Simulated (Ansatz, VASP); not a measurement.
**TePtSe: VASP beside Ansatz**

Wanted: the spread between two codes on one cell, functional and k mesh. The cell is taken from a series of runs on this material, whose earlier steps may have relaxed, scaled, displaced or heated it; both programs get it as it stands.

Calculated with Ansatz 0.2.0; plane waves, with VASP 6.6.1 beside it; PBEsol.

## (1) The starting structure

The cell holds 3 atoms: 1 Pt, 1 Se and 1 Te. Cell: a = 4.033 Å, b = 3.889 Å, c = 30.000 Å, α = 90.0°, β = 90.0°, γ = 121.2°. Vacuum lies along c.

## (2) Ansatz: zone-centre phonons, PBEsol, pair 1

Ansatz runs on its PAW soft_1 files.

Second derivatives magnify differences that forces hide, and they need a tight electronic threshold.

The input, input.yaml:

```yaml
crystal:
  lattice:
    - [4.0326142119, 0.0, 0.0]
    - [-2.016307106, 3.3260441441, 0.0]
    - [0.0, 0.0, 30.0]
  atoms:
    - { symbol: Pt, position: [0.0009162348, 0.0018324696, 0.3334234325] }
    - { symbol: Se, position: [0.3374095033, 0.6748190065, 0.3743909968] }
    - { symbol: Te, position: [0.6616742619, 0.3233485238, 0.2888522374] }
  periodic: [true, true, false]
kpoints:
  mp_grid: { grid: [9, 9, 1] }
hamiltonian:
  xc: pbesol
  pseudopotentials: { kind: paw, azcp: { folder: soft_1 }, xc_functional: pbe }
scf:
  occupations: { method: fixed }
output:
  eigenvalues: true
phonons:
  method: dfpt
```

On the command line:

```
> ansatz run input.yaml --threads 4 --pin off --max-ram 16384MiB --backend cpu --events-out ev --progress --plain --runs-dir out
```

Numbers of over 12 decimals in the logs are rounded to 6 here.

The log of the run:

```text
zone centre: on kpoints.mp_grid the ground state, and the responses unless they are solved on pairs of k-points, stand on 25 of the mesh's 81 k-points, reduced under 2 symmetry operations, with k and −k counted as one. Each operation leaves every solved displacement unchanged or reverses it
Engine: ansatz 0.2.0, aarch64-unknown-linux-gnu
Pseudopotentials: kind: paw
Pseudopotential: Pt, paw, valence charge 18, recommended cutoff 420 eV (normal), soft_1/Pt.paw.azcp
Pseudopotential: Se, paw, valence charge 16, recommended cutoff 420 eV (normal), soft_1/Se.paw.azcp
Pseudopotential: Te, paw, valence charge 16, recommended cutoff 420 eV (normal), soft_1/Te.paw.azcp
Functional definition: PBEsol
  exchange = pbesol_x
  correlation = pbesol_c
Crystal: 3 atoms, lattice volume = 402.380 Å³
Basis set: ecut = 420 eV, 7901 PW (Γ), exchange–correlation on 54×54×432 points (8 copies of the dense FFT grid, shifted against one another)
Bands: 30, of which v1, the nominal top of the filled ones, is band 25 counted from 1 (24 counted from 0)
Symmetry: 2 space group operations
k-points: 25 of 81 (time reversal used)
Non-local potential: Pt, projectors of the file, l = 0: 3, l = 1: 2, l = 2: 2, l = 3: 1
Non-local potential: Se, projectors of the file, l = 0: 2, l = 1: 2, l = 2: 3, l = 3: 1
Non-local potential: Te, projectors of the file, l = 0: 2, l = 1: 2, l = 2: 2, l = 3: 1
PAW form: soft (Blöchl's): semilocal exchange-correlation on the pseudo side does not see the compensation charge
PAW frozen core: Pt, regenerated for the run's functional, and the local potential with it (the file was generated under x = pbe(κ = 0.804, μ = 0.219515), c = pbe(β = 0.066725))
PAW frozen core: Se, regenerated for the run's functional, and the local potential with it (the file was generated under x = pbe(κ = 0.804, μ = 0.219515), c = pbe(β = 0.066725))
PAW frozen core: Te, regenerated for the run's functional, and the local potential with it (the file was generated under x = pbe(κ = 0.804, μ = 0.219515), c = pbe(β = 0.066725))
PAW one-centre angular grid: Pt, 590 points (default); XC on 64 Gauss nodes
PAW one-centre angular grid: Se, 590 points (default); XC on 64 Gauss nodes
PAW one-centre angular grid: Te, 590 points (default); XC on 64 Gauss nodes
Initial density: superposition of atomic densities (neutral atoms: chi_scale 0, normalization atom)
Initial wavefunctions: pseudopotential atomic-orbital guess
Functional: x = pbesol(κ = 0.804, μ = 0.123457), c = pbesol(β = 0.046)
SCF iter   1: F=—  HF=-24712.828019 eV  |F-HF|=—  |Δ(HF+E_count)|=         —  Δρ=2.85e-2  dr2=3.85e0  ethr=3.10e-3  ⟨swp⟩=7.1  Hψ=3346  notcnv=0  defer=74
preconditioner: auto → Resta (q_TF=auto, 1.927 Å⁻¹)  ε∞=2.0  [insulator: Δε(μ)=1.355 eV  Ē_g=8.828 eV  n_scr=44 (ndim 8)  ℏωp=8.7 eV  f_vac=0.783  ε∞_Penn≈2.0  vacuum switching on, ρ_ref=5.7e-3 e/Å³]
SCF iter   2: F=—  HF=-24712.745815 eV  |F-HF|=—  |Δ(HF+E_count)|=   8.22e-2  Δρ=1.93e-2  dr2=5.04e0  ethr=3.10e-3  ⟨swp⟩=4.3  Hψ=2017  notcnv=0  defer=75
SCF iter   3: F=—  HF=-24712.166152 eV  |F-HF|=—  |Δ(HF+E_count)|=   5.80e-1  Δρ=8.00e-3  dr2=7.90e-1  ethr=3.10e-3  ⟨swp⟩=4.1  Hψ=1541  notcnv=0  defer=75
SCF iter   4: F=—  HF=-24712.095667 eV  |F-HF|=—  |Δ(HF+E_count)|=   7.05e-2  Δρ=5.93e-3  dr2=1.06e-1  ethr=1.58e-3  ⟨swp⟩=3.8  Hψ=1190  notcnv=0  defer=75
SCF iter   5: F=—  HF=-24712.079569 eV  |F-HF|=—  |Δ(HF+E_count)|=   1.61e-2  Δρ=1.84e-3  dr2=2.57e-2  ethr=2.12e-4  ⟨swp⟩=2.8  Hψ=1125  notcnv=0  defer=75
SCF iter   6: F=—  HF=-24712.077610 eV  |F-HF|=—  |Δ(HF+E_count)|=   1.96e-3  Δρ=2.98e-4  dr2=2.69e-4  ethr=5.13e-5  ⟨swp⟩=3.8  Hψ=1156  notcnv=0  defer=75
SCF iter   7: F=—  HF=-24712.077698 eV  |F-HF|=—  |Δ(HF+E_count)|=   8.75e-5  Δρ=9.33e-5  dr2=6.21e-5  ethr=5.38e-7  ⟨swp⟩=3.7  Hψ=1777  notcnv=0  defer=75
SCF iter   8: F=—  HF=-24712.077703 eV  |F-HF|=—  |Δ(HF+E_count)|=   5.31e-6  Δρ=2.27e-5  dr2=7.28e-6  ethr=1.24e-7  ⟨swp⟩=3.0  Hψ=1358  notcnv=0  defer=75
SCF iter   9: F=—  HF=-24712.077704 eV  |F-HF|=—  |Δ(HF+E_count)|=   6.35e-7  Δρ=7.72e-6  dr2=2.52e-7  ethr=1.46e-8  ⟨swp⟩=3.1  Hψ=1454  notcnv=0  defer=73
SCF iter  10: F=—  HF=-24712.077801 eV  |F-HF|=—  |Δ(HF+E_count)|=   9.76e-5  Δρ=3.17e-6  dr2=9.85e-8  ethr=5.05e-10  ⟨swp⟩=3.7  Hψ=1794  notcnv=0  defer=74
SCF iter  11: F=—  HF=-24712.077801 eV  |F-HF|=—  |Δ(HF+E_count)|=  8.91e-10  Δρ=1.01e-6  dr2=9.57e-9  ethr=1.97e-10  ⟨swp⟩=2.8  Hψ=1253  notcnv=0  defer=74
SCF iter  12: F=—  HF=-24712.077801 eV  |F-HF|=—  |Δ(HF+E_count)|=   1.74e-9  Δρ=7.35e-7  dr2=4.59e-9  ethr=1.91e-11  ⟨swp⟩=2.8  Hψ=1340  notcnv=0  defer=74
SCF iter  13: F=—  HF=-24712.077801 eV  |F-HF|=—  |Δ(HF+E_count)|=  2.91e-11  Δρ=2.20e-7  dr2=2.88e-10  ethr=9.18e-12  ⟨swp⟩=2.3  Hψ=985  notcnv=0  defer=74
SCF iter  14: F=-24712.077801 eV  HF=-24712.077801 eV  |F-HF|=1.13e-10  |Δ(HF+E_count)|=  3.89e-10  Δρ=8.88e-8  dr2=6.73e-11  ethr=1.00e-12  ⟨swp⟩=30.2  Hψ=7820  notcnv=0
SCF 1 converged in 14 iterations: F = -24712.077801 eV  dr2 = 6.73e-11
  greatest PAW one-centre occupation: 1.000 electrons in one spin orbital (limit 2), on the Pt atom at site 0 (counted from 0), in its partial waves of l = 0
DFPT response loops at Γ: preconditioner auto → none (the input reference at scf.mixing.eps_inf says where Resta's filter doesn't serve); β = 0.50; Broyden in place of MSR1
SCF converged after 14 iterations
Free energy (F): -24712.077801 eV
Harris-Foulkes:  -24712.077801 eV  (|F-HF|=1.13e-10)
Internal energy: -24712.077801 eV  (E = F + TS)
E sigma→0 (E₀):  -24712.077801 eV
Fermi energy:    -5.220606 eV
--- Per-component energies (eV) ---
  E_band       = -1725.307321
  E_kinetic    = 878.634308
  E_local      = -110639.917784  (includes V_loc(G=0)·N_el)
  E_nonlocal   = -77.367904
  E_hartree    = 54741.038604
  E_xc         = -436.260397
  E_vxc        = -461.982202  (∫ρ·V_xc dr)
  E_paw        = -16026.284698  (= ΣΔE_a)
  E_vpaw       = -906.750821  (= ΣTr[D̂ρ^β])
  E_aug_tail   = 0.000832  (compensation charges beyond the density's cutoff)
  E_ewald      = 46846.408944
  E_core_change = 1.670294  (= ΣΔE_core)
  E_smearing   = -0.000000  (= −TS)
  E_closure    = -0.000000  (closes the sum)
  Σ components = -24712.077801   (vs F -24712.077801, Δ=0.00e0)
--- Band table (eV; the first three rows and the last of 25) ---
  k-point 0: bands = [... 21 lower, -6.8166, -5.8078, -5.6080, -5.2563, -2.6706, -2.6625, -1.4313 (-1.4314°), -0.4478, ... 1 higher]
  k-point 1: bands = [... 21 lower, -7.1085, -5.6904, -5.6764, -5.4203, -3.4479, -2.8724, -1.0052 (-1.0055°), -0.1276, ... 1 higher]
  k-point 2: bands = [... 21 lower, -7.6023, -6.0816, -6.0348, -5.2206, -4.3306, -3.0907, -0.6918 (-0.6918°), -0.2897, ... 1 higher]
  k-point 24: bands = [... 21 lower, -8.0871, -6.9645, -6.9253, -5.8195, -4.0707, -3.5852, 0.0189 (0.0189°), 0.7176, ... 1 higher]
  ° read free of the cell's end (the report's vacuum.weakly_bound_levels)
--- Phonons (Γ-DFPT): 9 representative perturbations + reference, on 25 of 81 k-points (Σ response iterations 38) ---
  k mesh reduced under 2 symmetry operations, with k and −k counted as one. Each operation leaves every solved displacement unchanged or reverses it
  ASR residual: 3.645e-4 → 0.000e0 eV/Å²; symmetrization residual: 3.117e-5 eV/Å²
  ASR residual per site (eV/Å²): 3.65e-4 4.78e-5 2.30e-5
  Γ frequencies (cm⁻¹): 0.00 0.00 0.00 143.55 152.09 169.01 178.97 188.76 204.00
  non-analytic LO–TO correction: not included (Born effective charges unavailable; polar crystals: no LO–TO splitting at Γ)
```

In the SCF lines HF is the Harris–Foulkes energy and dr2 the Hartree energy of the density residual, in eV; the loop may stop once dr2 is under the threshold and the program's other checks hold. Hψ counts applications of the Hamiltonian.

[end of part 1 of 3]

[Lines on the potential files, build, host, timing and source positions are cut from VASP's logs without a mark.]

[Logs are printed without paths, hosts, clocks, repeated set-up lines and the standing remarks that a program may print on its own settings, such as how far it seeks lower states.]

[Hosts, paths, dates, database ids (printed as entryN), source tags and the programs' standing remarks are cut or masked in the printed files.]
